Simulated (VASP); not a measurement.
Consider the following.

```
CELL_PARAMETERS angstrom
      0.00000     2.38078     2.38078
      2.38078     0.00000     2.38078
      2.38078     2.38078     0.00000
ATOMIC_POSITIONS crystal
  Be 0.00000 0.00000 0.00000
  S  0.25000 0.25000 0.25000
```

The numbers are results of rev-vdW-DF2, VASP's PBE PAW potentials (set 64) (plane waves; VASP 6.6.1), not measurements. Settings: 520 eV cut-off, 9×9×9 Γ-centred mesh, Gaussian smearing of 0.050 eV, potentials Be S.

Task: What does the run give for the energy per atom (σ→0), pressure?

Result: 
```yaml
energy per atom (σ→0): -4.212 eV/atom
pressure: 6.73 GPa
```

Total energies compare only between runs with the same potentials, cut-off and functional.

The compound is BeS in the zinc blende structure. This cell is one point of a volume scan, at 0.94 of the reference volume.
